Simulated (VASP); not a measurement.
Output of a VASP run:

OSZICAR:
```
       N       E                     dE             d eps       ncg     rms          rms(c)
DAV:   1     0.179291037709E+03    0.17929E+03   -0.12741E+04  1832   0.163E+03
DAV:   2    -0.303512016198E+01   -0.18233E+03   -0.17719E+03  1833   0.324E+02
DAV:   3    -0.125049531735E+02   -0.94698E+01   -0.91099E+01  2123   0.900E+01
DAV:   4    -0.127777226297E+02   -0.27277E+00   -0.27051E+00  2023   0.142E+01
DAV:   5    -0.127866282256E+02   -0.89056E-02   -0.89021E-02  2216   0.269E+00    0.128E+01
DAV:   6    -0.153174082204E+02   -0.25308E+01   -0.33466E+01  1986   0.105E+02    0.167E+01
DAV:   7    -0.114655587430E+02    0.38518E+01   -0.12605E+01  1986   0.740E+01    0.364E+00
DAV:   8    -0.115171203126E+02   -0.51562E-01   -0.14694E+00  2505   0.110E+01    0.261E+00
DAV:   9    -0.114583494357E+02    0.58771E-01   -0.25693E-01  2026   0.865E+00    0.593E-01
DAV:  10    -0.114589395206E+02   -0.59008E-03   -0.77955E-03  1962   0.853E-01    0.457E-01
DAV:  11    -0.114585593575E+02    0.38016E-03   -0.73730E-04  2151   0.232E-01    0.133E-01
DAV:  12    -0.114584022274E+02    0.15713E-03   -0.55261E-04  2601   0.384E-01    0.339E-02
DAV:  13    -0.114584066953E+02   -0.44679E-05   -0.60778E-05  1932   0.624E-02    0.269E-02
DAV:  14    -0.114584060779E+02    0.61745E-06   -0.17932E-06  2622   0.135E-02    0.864E-03
DAV:  15    -0.114584060904E+02   -0.12524E-07   -0.35060E-07  1735   0.448E-03
   1 F= -.11458406E+02 E0= -.11458068E+02  d E =-.114584E+02
       N       E                     dE             d eps       ncg     rms          rms(c)
DAV:   1    -0.114588873622E+02   -0.48128E-03   -0.11182E-02  1896   0.857E-01    0.131E-01
DAV:   2    -0.114586953133E+02    0.19205E-03   -0.65237E-04  2392   0.464E-01    0.954E-02
DAV:   3    -0.114586365027E+02    0.58811E-04   -0.69568E-04  2024   0.508E-01    0.746E-02
DAV:   4    -0.114585513531E+02    0.85150E-04   -0.17797E-04  2320   0.237E-01    0.821E-03
DAV:   5    -0.114585520670E+02   -0.71386E-06   -0.20075E-05  1952   0.582E-02    0.502E-03
DAV:   6    -0.114585518860E+02    0.18093E-06   -0.85181E-07  2529   0.130E-02    0.291E-03
DAV:   7    -0.114585518398E+02    0.46287E-07   -0.80306E-08   990   0.255E-03
   2 F= -.11458552E+02 E0= -.11458215E+02  d E =-.145749E-03
       N       E                     dE             d eps       ncg     rms          rms(c)
DAV:   1    -0.114587299771E+02   -0.17809E-03   -0.53328E-03  1893   0.592E-01    0.903E-02
DAV:   2    -0.114586382673E+02    0.91710E-04   -0.30995E-04  2376   0.320E-01    0.658E-02
DAV:   3    -0.114586108095E+02    0.27458E-04   -0.33258E-04  2016   0.351E-01    0.517E-02
DAV:   4    -0.114585700495E+02    0.40760E-04   -0.85254E-05  2322   0.164E-01    0.578E-03
DAV:   5    -0.114585703898E+02   -0.34030E-06   -0.95768E-06  1952   0.401E-02    0.349E-03
DAV:   6    -0.114585702954E+02    0.94380E-07   -0.40259E-07  1822   0.940E-03
   3 F= -.11458570E+02 E0= -.11458232E+02  d E =-.164205E-03
```

File OUTCAR:
```
------------------------ aborting loop because EDIFF is reached ----------------------------------------
  FORCE on cell =-STRESS in cart. coord.  units (eV):
  Direction    XX          YY          ZZ          XY          YZ          ZX
  --------------------------------------------------------------------------------------
  Total       -0.1287998     -0.1287998     -0.1340055      0.0000000     -0.0000000     -0.0000000
  in kB       -2.9701863     -2.9701865     -3.0902322      0.0000000     -0.0000000     -0.0000000
  external PRESSURE =      -3.0102017 kB  Pullay stress =       0.0000000 kB
  volume of cell :       69.48
      direct lattice vectors                 reciprocal lattice vectors
     1.976343499 -3.423127519  0.000000000     0.252992458 -0.146065257 -0.000000000
     1.976343499  3.423127519  0.000000000     0.252992458  0.146065257 -0.000000000
     0.000000000 -0.000000000  5.134836363     0.000000000  0.000000000  0.194748173
 POSITION                                       TOTAL-FORCE (eV/Angst)
 -----------------------------------------------------------------------------------
      0.00000     -0.00000      2.56742        -0.000000     -0.000000     -0.000000
      0.00000      0.00000      0.00000        -0.000000     -0.000000     -0.000000
      1.97634      1.14104      1.28371         0.000000      0.000000      0.000000
      1.97634     -1.14104      3.85113        -0.000000      0.000000     -0.000000
 -----------------------------------------------------------------------------------
    total drift:                                0.000000      0.000000      0.000000
  FREE ENERGIE OF THE ION-ELECTRON SYSTEM (eV)
  ---------------------------------------------------
  free  energy   TOTEN  =       -11.4585702954 eV

  energy  without entropy=      -11.4575546324  energy(sigma->0) =      -11.45823174

 reached required accuracy - stopping structural energy minimisation
```
(Selected blocks of OUTCAR.)

**POSCAR**
```
NiSb
1
    1.9742083475    -3.4194293281     0.0000000000
    1.9742083475     3.4194293281     0.0000000000
    0.0000000000     0.0000000000     5.1459492561
Ni Sb
2 2
Direct
  0.0000000000   0.0000000000   0.5000000000
  0.0000000000   0.0000000000   0.0000000000
  0.3333330000   0.6666670000   0.2500000000
  0.6666670000   0.3333330000   0.7500000000
```

Task: Reconstruct the remaining input files.

Result: Several could match; the one computed here: the input of the run itself, optB86b-vdW, plane waves, VASP's PBE PAW potentials (set 64).

**INCAR**
```
SYSTEM = NiSb
PREC = Accurate; ENCUT = 520; LREAL = F
LASPH = T
EDIFF = 1E-7; NELM = 100; ALGO = Normal
LMAXMIX = 4
ISMEAR = 1; SIGMA = 0.1
GGA = MK; LUSE_VDW = T; AGGAC = 0.0
PARAM1 = 0.1234; PARAM2 = 1.0
IBRION = 2; NSW = 30; ISIF = 4
EDIFFG = -0.01
LWAVE = F; LCHARG = F
```

### KPOINTS
```
Regular mesh
0
gamma
  9 9 6
```

POTCAR, in this order: Ni Sb (PBE.64 set). Program: vasp_std.

The compound is NiSb in the NiAs type structure. This run relaxes it. Symmetry was kept, so distortions that lower it aren't found. The run is not spin-polarised, so no magnetic state was tried.
